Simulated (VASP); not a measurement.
Data:

```
CELL_PARAMETERS angstrom
      0.00000     2.75262     2.75262
      2.75262     0.00000     2.75262
      2.75262     2.75262     0.00000
ATOMIC_POSITIONS crystal
  Al 0.25000 0.25000 0.25000
  Al 0.75000 0.75000 0.75000
  Pt 0.00000 0.00000 0.00000
```

Level of theory: PBEsol GGA, VASP's PBE PAW potentials (set 64) (plane waves; VASP). Run with 500 eV cut-off, 10×10×10 Γ-centred mesh, first-order Methfessel-Paxton smearing of 0.10 eV, potentials Al Pt.

Unless said otherwise, spin-orbit coupling is left out, though it shifts the bands of the heavy elements here.

Estimate the energy per atom (σ→0), pressure, band gap (on the k-mesh) with the smallest direct gap where there is one.

```json
{
  "band gap (on the k-mesh)": "none (metal, semimetal or under 0.01 eV)",
  "energy per atom (σ→0)": "-5.552 eV/atom",
  "pressure": "44.87 GPa"
}
```

The compound is PtAl2 in the fluorite structure. It was relaxed first under an external pressure of 45 GPa.
